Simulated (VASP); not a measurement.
# BN (Qingsongite): a GW gap and what it depends on, part 2 of 2

How far does the GW correction to the gap of BN (Qingsongite) depend on the settings? The starting structure is a measured crystal structure from the Crystallography Open Database. Cell and atoms stay as given.

VASP 6.6.1.

Results so far: G0W0 (response cutoff 100 eV, 5×5×5 mesh) 6.28 eV; G0W0 (response cutoff 160 eV, 5×5×5 mesh) 6.49 eV.

### Step 4. G0W0 (response cutoff 240 eV, 5×5×5 mesh)

Level of this step: G0W0 on LDA; plane waves and PAW (N_GW, B_GW) (VASP).

It reads the orbitals and their derivatives (WAVECAR and WAVEDER) of a run with the empty bands, which follows a ground-state run; neither is shown.

Input file INCAR:

```
SYSTEM = BN
PREC = Accurate
ENCUT = 450
ISMEAR = 0
SIGMA = 0.01
LREAL = .FALSE.
GGA = CA
NBANDS = 100
ALGO = EVGW0
NELMGW = 1
ENCUTGW = 240
NOMEGA = 40
PRECFOCK = Fast
NBANDSGW = 12
LWAVE = .FALSE.
LCHARG = .FALSE.
```

Input file POSCAR:

```
BN
1.0
    0.0000000000      1.8075000000      1.8075000000
    1.8075000000      0.0000000000      1.8075000000
    1.8075000000      1.8075000000      0.0000000000
N B
1 1
Direct
    0.7500000000      0.7500000000      0.7500000000
    0.0000000000      0.0000000000      0.0000000000
```

Input file KPOINTS:

```
Automatic mesh
0
Gamma
5 5 5
0 0 0
```

PAW data sets: N_GW and B_GW (LDA family, release 64).

Launch:

```console
mpirun -np 4 vasp_std
```

Log:

```text
[banner, memory and clock lines left out]
running    4 mpi-ranks, on    1 nodes
[...]
|                                                                             |
|           W    W    AA    RRRRR   N    N  II  N    N   GGGG   !!!           |
|           W    W   A  A   R    R  NN   N  II  NN   N  G    G  !!!           |
|           W    W  A    A  R    R  N N  N  II  N N  N  G       !!!           |
|           W WW W  AAAAAA  RRRRR   N  N N  II  N  N N  G  GGG   !            |
|           WW  WW  A    A  R   R   N   NN  II  N   NN  G    G                |
|           W    W  A    A  R    R  N    N  II  N    N   GGGG   !!!           |
|                                                                             |
|     The default for ENCUTGWSOFT is different in this version of VASP.       |
|     please manually set ENCUTGWSOFT =240 in the INCAR file.                 |
|                                                                             |

 LDA part: xc-table for (Slater(with rela. corr.)+CA(PZ))
[...]
total number of BLAS operations         88.15 Gflops
NQ=   6   -0.4000    0.2000    0.0000,
|.........|.........|.........|.........|.........|.........|.........|.........
 performed       1465000 updates of chi_q(r,r)
 total number of BLAS operations        113.62 Gflops
NQ=   7   -0.2000    0.2000    0.0000,
|.........|.........|.........|.........|.........|.........|.........|.........
 performed       1765000 updates of chi_q(r,r)
 total number of BLAS operations        135.28 Gflops
NQ=   8    0.4000    0.4000    0.0000,
|.........|.........|.........|.........|.........|.........|.........|.........
 performed       1988000 updates of chi_q(r,r)
 total number of BLAS operations        153.13 Gflops
NQ=   9   -0.4000    0.4000    0.0000,
|.........|.........|.........|.........|.........|.........|.........|.........
 performed       2288000 updates of chi_q(r,r)
 total number of BLAS operations        178.10 Gflops
NQ=  10   -0.4000    0.4000    0.2000,
|.........|.........|.........|.........|.........|.........|.........|.........
 performed       2664000 updates of chi_q(r,r)
 total number of BLAS operations        211.34 Gflops
 resolving degeneracies of screened two electron integrals

 calculate QP shifts <psi_nk| G(iteration)W_0 |psi_nk>: iteration 1
 entering main loop
[key lines of the parts left out:]
E-fermi :   9.8916
```

It took 15 s on 4 MPI ranks of AMD EPYC 9R14 (Zen 4), shared host; peak memory 0.46 GiB.

Parts of OUTCAR (step 4):

```text
 QP shifts <psi_nk| G(iteration)W_0 |psi_nk>: iteration 1
 for sc-GW calculations column KS-energies equals QP-energies in previous step
 and V_xc(KS)=  KS-energies - (<T + V_ion + V_H > + <T+V_H+V_ion>^1  + <V_x>^1)
 k-point   1 :       0.0000    0.0000    0.0000
  band No.  KS-energies  QP-energies   sigma(KS)   V_xc(KS)     V^pw_x(r,r')   Z            occupation Imag(sigma)
      1     -12.5954     -14.7744     -18.2255     -15.4291     -26.3547       0.7792       2.0000       1.5270
      2       7.4776       6.5858     -19.5138     -18.4254     -21.8977       0.8194       2.0000       0.1286
      3       7.4776       6.5858     -19.5138     -18.4254     -21.8977       0.8194       2.0000       0.1286
      4       7.4776       6.5858     -19.5138     -18.4254     -21.8977       0.8194       2.0000       0.1286
      5      16.1579      17.6509     -12.3488     -14.1498      -6.9851       0.8290       0.0000      -0.1252
      6      16.1579      17.6509     -12.3488     -14.1498      -6.9851       0.8290       0.0000      -0.1252
      7      16.1579      17.6509     -12.3488     -14.1498      -6.9851       0.8290       0.0000      -0.1252
      8      17.9116      18.9127     -14.2729     -15.5088      -8.3297       0.8101       0.0000      -0.1551
    ...

[... 1 part as in an earlier step ...]

[... 2 further parts left out ...]
[key lines of the parts left out:]
E-fermi :   9.8916
```

G0W0 (response cutoff 240 eV, 5×5×5 mesh): the quasiparticle gap on this mesh is 6.623 eV, +1.795 eV from the LDA gap on the same points, with 100 bands.

### Step 5. GW0 with iterated eigenvalues (response cutoff 160 eV, 5×5×5 mesh)

It reads the orbitals and their derivatives (WAVECAR and WAVEDER) of a run with the empty bands, which follows a ground-state run; neither is shown.

INCAR: that of step 4 with these lines changed.

```diff
@@ -7,6 +7,6 @@
 GGA = CA
-NBANDS = 100
+NBANDS = 56
 ALGO = EVGW0
-NELMGW = 1
-ENCUTGW = 240
+NELMGW = 4
+ENCUTGW = 160
 NOMEGA = 40
```

POSCAR is that of step 4.

KPOINTS is that of step 4.

Launch:

```console
mpirun -np 4 vasp_std
```

Log:

```text
[banner, memory and clock lines left out]
running    4 mpi-ranks, on    1 nodes
[...]
[... a notice as in an earlier step ...]

 LDA part: xc-table for (Slater(with rela. corr.)+CA(PZ))
 , standard interpolation
 found WAVECAR, reading the header
 POSCAR, INCAR and KPOINTS ok, starting setup
[...]
reading WAVECAR
 the WAVECAR file was read successfully
 initial charge from wavefunction
 available memory per node:     66.90 GB, setting MAXMEM to     68506

 The Fermi energy was updated, please check that it is located mid-gap
 values below the HOMO (VB) or above the LUMO (CB) will cause erroneous energies
 E-fermi :   9.8916

 calculate exact exchange contribution
 the WAVEDER file was read successfully
energies w=
    0.000    0.000    1.441    0.000    2.873    0.000    4.289    0.000
    5.682    0.000    7.048    0.000    8.385    0.000    9.693    0.000
   10.971    0.000   12.224    0.000   13.454    0.000   14.667    0.000
[...]
total number of BLAS operations         15.91 Gflops
NQ=   6   -0.4000    0.2000    0.0000,
|.........|.........|.........|.........|.........|.........|.........|.........
 performed        808000 updates of chi_q(r,r)
 total number of BLAS operations         20.96 Gflops
NQ=   7   -0.2000    0.2000    0.0000,
|.........|.........|.........|.........|.........|.........|.........|.........
 performed        974000 updates of chi_q(r,r)
 total number of BLAS operations         24.99 Gflops
NQ=   8    0.4000    0.4000    0.0000,
|.........|.........|.........|.........|.........|.........|.........|.........
 performed       1097000 updates of chi_q(r,r)
 total number of BLAS operations         27.65 Gflops
NQ=   9   -0.4000    0.4000    0.0000,
|.........|.........|.........|.........|.........|.........|.........|.........
 performed       1263000 updates of chi_q(r,r)
 total number of BLAS operations         31.82 Gflops
NQ=  10   -0.4000    0.4000    0.2000,
|.........|.........|.........|.........|.........|.........|.........|.........
 performed       1472000 updates of chi_q(r,r)
 total number of BLAS operations         36.35 Gflops
 resolving degeneracies of screened two electron integrals

 calculate QP shifts <psi_nk| G(iteration)W_0 |psi_nk>: iteration 4
 entering main loop
```

Wall time 29 s (4 MPI ranks); peak memory 0.37 GiB; 1.8 min of CPU time.

OUTCAR, selected parts (step 5):

```text
 QP shifts <psi_nk| G(iteration)W_0 |psi_nk>: iteration 2
 k-point   1 :       0.0000    0.0000    0.0000
  band No. old QP-enery  QP-energies   sigma(KS)   T+V_ion+V_H  V^pw_x(r,r')   Z            occupation Imag(sigma)
      1     -14.6005     -14.9753     -17.9112       2.8337     -26.3547       0.7859       2.0000       1.6379
      2       6.8357       6.7552     -19.1649      25.9030     -21.8977       0.8248       2.0000       0.1200
      3       6.8357       6.7552     -19.1649      25.9030     -21.8977       0.8248       2.0000       0.1200
      4       6.8357       6.7552     -19.1649      25.9030     -21.8977       0.8248       2.0000       0.1200
      5      17.7787      17.9889     -12.2760      30.3077      -6.9851       0.8306       0.0000      -0.1405
      6      17.7787      17.9889     -12.2760      30.3077      -6.9851       0.8306       0.0000      -0.1405
      7      17.7787      17.9889     -12.2760      30.3077      -6.9851       0.8306       0.0000      -0.1405
      8      19.1247      19.3327     -14.0399      33.4203      -8.3297       0.8136       0.0000      -0.1704
    ...

 QP shifts <psi_nk| G(iteration)W_0 |psi_nk>: iteration 3
 k-point   1 :       0.0000    0.0000    0.0000
  band No. old QP-enery  QP-energies   sigma(KS)   T+V_ion+V_H  V^pw_x(r,r')   Z            occupation Imag(sigma)
      1     -14.9753     -15.0466     -17.8996       2.8337     -26.3547       0.7873       2.0000       1.6672
      2       6.7552       6.7447     -19.1605      25.9030     -21.8977       0.8264       2.0000       0.1201
      3       6.7552       6.7447     -19.1605      25.9030     -21.8977       0.8264       2.0000       0.1201
      4       6.7552       6.7447     -19.1605      25.9030     -21.8977       0.8264       2.0000       0.1201
      5      17.9889      18.0184     -12.2833      30.3077      -6.9851       0.8310       0.0000      -0.1408
      6      17.9889      18.0184     -12.2833      30.3077      -6.9851       0.8310       0.0000      -0.1408
      7      17.9889      18.0184     -12.2833      30.3077      -6.9851       0.8310       0.0000      -0.1408
      8      19.3327      19.3655     -14.0473      33.4203      -8.3297       0.8143       0.0000      -0.1708
    ...

 QP shifts <psi_nk| G(iteration)W_0 |psi_nk>: iteration 4
 k-point   1 :       0.0000    0.0000    0.0000
  band No. old QP-enery  QP-energies   sigma(KS)   T+V_ion+V_H  V^pw_x(r,r')   Z            occupation Imag(sigma)
      1     -15.0466     -15.0596     -17.8969       2.8337     -26.3547       0.7883       2.0000       1.6741
      2       6.7447       6.7433     -19.1600      25.9030     -21.8977       0.8264       2.0000       0.1202
      3       6.7447       6.7433     -19.1600      25.9030     -21.8977       0.8264       2.0000       0.1202
      4       6.7447       6.7433     -19.1600      25.9030     -21.8977       0.8264       2.0000       0.1202
      5      18.0184      18.0227     -12.2841      30.3077      -6.9851       0.8310       0.0000      -0.1408
      6      18.0184      18.0227     -12.2841      30.3077      -6.9851       0.8310       0.0000      -0.1408
      7      18.0184      18.0227     -12.2841      30.3077      -6.9851       0.8310       0.0000      -0.1408
      8      19.3655      19.3706     -14.0486      33.4203      -8.3297       0.8143       0.0000      -0.1709
    ...

[... 3 parts as in an earlier step ...]

[... 1 further part left out ...]
[key lines of the parts left out:]
E-fermi :   9.8916
```

GW0 with iterated eigenvalues (response cutoff 160 eV, 5×5×5 mesh): the quasiparticle gap on this mesh is 6.740 eV, +1.912 eV from the LDA gap on the same points, with 56 bands.

### Step 6. G0W0 (response cutoff 100 eV, 7×7×7 mesh)

It reads the orbitals and their derivatives (WAVECAR and WAVEDER) of a run with the empty bands, which follows a ground-state run; neither is shown.

INCAR: that of step 5 with these lines changed.

```diff
@@ -7,6 +7,6 @@
 GGA = CA
-NBANDS = 56
+NBANDS = 28
 ALGO = EVGW0
-NELMGW = 4
-ENCUTGW = 160
+NELMGW = 1
+ENCUTGW = 100
 NOMEGA = 40
```

POSCAR is that of step 5.

Input file KPOINTS:

```
Automatic mesh
0
Gamma
7 7 7
0 0 0
```

Launch:

```console
mpirun -np 4 vasp_std
```

Log:

```text
[banner, memory and clock lines left out]
running    4 mpi-ranks, on    1 nodes
[...]
[... a notice as in an earlier step ...]

 LDA part: xc-table for (Slater(with rela. corr.)+CA(PZ))
 , standard interpolation
 found WAVECAR, reading the header
 POSCAR, INCAR and KPOINTS ok, starting setup
[...]
reading WAVECAR
 the WAVECAR file was read successfully
 initial charge from wavefunction
 available memory per node:     64.84 GB, setting MAXMEM to     66400

 The Fermi energy was updated, please check that it is located mid-gap
 values below the HOMO (VB) or above the LUMO (CB) will cause erroneous energies
 E-fermi :   9.7695

 calculate exact exchange contribution
 the WAVEDER file was read successfully
energies w=
    0.000    0.000    1.516    0.000    3.023    0.000    4.513    0.000
    5.980    0.000    7.418    0.000    8.825    0.000   10.201    0.000
   11.547    0.000   12.865    0.000   14.160    0.000   15.436    0.000
[...]
total number of BLAS operations         14.94 Gflops
NQ=  16   -0.4286    0.4286    0.0000,
|.........|.........|.........|.........|.........|.........|.........|.........
 performed       2929000 updates of chi_q(r,r)
 total number of BLAS operations         15.84 Gflops
NQ=  17    0.4286    0.2857    0.1429,
|.........|.........|.........|.........|.........|.........|.........|.........
 performed       3193000 updates of chi_q(r,r)
 total number of BLAS operations         17.38 Gflops
NQ=  18   -0.4286    0.2857    0.1429,
|.........|.........|.........|.........|.........|.........|.........|.........
 performed       3489000 updates of chi_q(r,r)
 total number of BLAS operations         19.37 Gflops
NQ=  19   -0.4286    0.4286    0.1429,
|.........|.........|.........|.........|.........|.........|.........|.........
 performed       3753000 updates of chi_q(r,r)
 total number of BLAS operations         21.15 Gflops
NQ=  20   -0.2857    0.4286    0.1429,
|.........|.........|.........|.........|.........|.........|.........|.........
 performed       4000000 updates of chi_q(r,r)
 total number of BLAS operations         22.82 Gflops
 resolving degeneracies of screened two electron integrals

 calculate QP shifts <psi_nk| G(iteration)W_0 |psi_nk>: iteration 1
 entering main loop
```

Run time: 30 s. Hardware: 4 MPI ranks; peak memory 0.46 GiB; 1.9 min of CPU time.

From OUTCAR (step 6):

```text
 QP shifts <psi_nk| G(iteration)W_0 |psi_nk>: iteration 1
 for sc-GW calculations column KS-energies equals QP-energies in previous step
 and V_xc(KS)=  KS-energies - (<T + V_ion + V_H > + <T+V_H+V_ion>^1  + <V_x>^1)
 k-point   1 :       0.0000    0.0000    0.0000
  band No.  KS-energies  QP-energies   sigma(KS)   V_xc(KS)     V^pw_x(r,r')   Z            occupation Imag(sigma)
      1     -12.6001     -14.3570     -17.6993     -15.4306     -26.3584       0.7744       2.0000       1.5351
      2       7.4688       7.2598     -18.6782     -18.4254     -21.8066       0.8262       2.0000       0.1172
      3       7.4688       7.2598     -18.6782     -18.4254     -21.8066       0.8262       2.0000       0.1172
      4       7.4688       7.2598     -18.6782     -18.4254     -21.8066       0.8262       2.0000       0.1172
      5      16.1563      18.0874     -11.8337     -14.1503      -7.0429       0.8336       0.0000      -0.1440
      6      16.1563      18.0874     -11.8337     -14.1503      -7.0429       0.8336       0.0000      -0.1440
      7      16.1563      18.0874     -11.8337     -14.1503      -7.0429       0.8336       0.0000      -0.1440
      8      17.9060      19.4082     -13.6677     -15.5095      -8.3810       0.8156       0.0000      -0.1809
    ...

[... 1 part as in an earlier step ...]

[... 2 further parts left out ...]
[key lines of the parts left out:]
E-fermi :   9.7695
```

G0W0 (response cutoff 100 eV, 7×7×7 mesh): the quasiparticle gap on this mesh is 6.030 eV, +1.429 eV from the LDA gap on the same points, with 28 bands.

### Step 7. Comparison

```csv
run,LDA gap on the mesh (eV),GW gap (eV),correction (eV),bands
"G0W0 (response cutoff 100 eV, 5×5×5 mesh)",4.828,6.276,1.447,28
"G0W0 (response cutoff 160 eV, 5×5×5 mesh)",4.828,6.488,1.66,56
"G0W0 (response cutoff 240 eV, 5×5×5 mesh)",4.828,6.623,1.795,100
"GW0 with iterated eigenvalues (response cutoff 160 eV, 5×5×5 mesh)",4.828,6.74,1.912,56
"G0W0 (response cutoff 100 eV, 7×7×7 mesh)",4.601,6.03,1.429,28
```

### Step 8. Results

| Quantity | Value |
| --- | --- |
| gap, G0W0 (response cutoff 100 eV, 5×5×5 mesh) | 6.276 eV |
| gap, G0W0 (response cutoff 160 eV, 5×5×5 mesh) | 6.488 eV |
| gap, G0W0 (response cutoff 240 eV, 5×5×5 mesh) | 6.623 eV |
| gap, GW0 with iterated eigenvalues (response cutoff 160 eV, 5×5×5 mesh) | 6.740 eV |
| gap, G0W0 (response cutoff 100 eV, 7×7×7 mesh) | 6.030 eV |

The correction to the LDA gap of BN (Qingsongite) is +1.447 eV at a response cutoff of 100 eV, +1.660 eV at a response cutoff of 160 eV, +1.795 eV at a response cutoff of 240 eV. The number of bands rises with the cutoff. On a 7×7×7 mesh in place of 5×5×5 the correction is +1.429 eV against +1.447 eV. The quasiparticle gap is indirect in all runs, and the LDA gap on the same mesh may lie between other points, in which case the correction mixes two transitions. Iterating the eigenvalues in G raises the gap by +0.251 eV. From a response cutoff of 160 to 240 eV the correction still moves by +0.135 eV, so cutoff and bands aren't shown to be converged. The LDA gap along the bands, from another run on this structure, is 4.342 eV. On the 5×5×5 mesh it is 4.828 eV, so this mesh misses the band edges. On the 7×7×7 mesh it is 4.601 eV, so this mesh misses the band edges. Further runs on this material are not shown.

[Lines on the potential files, build, host, timing and source positions are cut from VASP's logs without a mark.]

[Logs are printed without paths, hosts, clocks, repeated set-up lines and the standing remarks that a program may print on its own settings, such as how far it seeks lower states.]

[Hosts, paths, dates, database ids (printed as entryN), source tags and the programs' standing remarks are cut or masked in the printed files.]
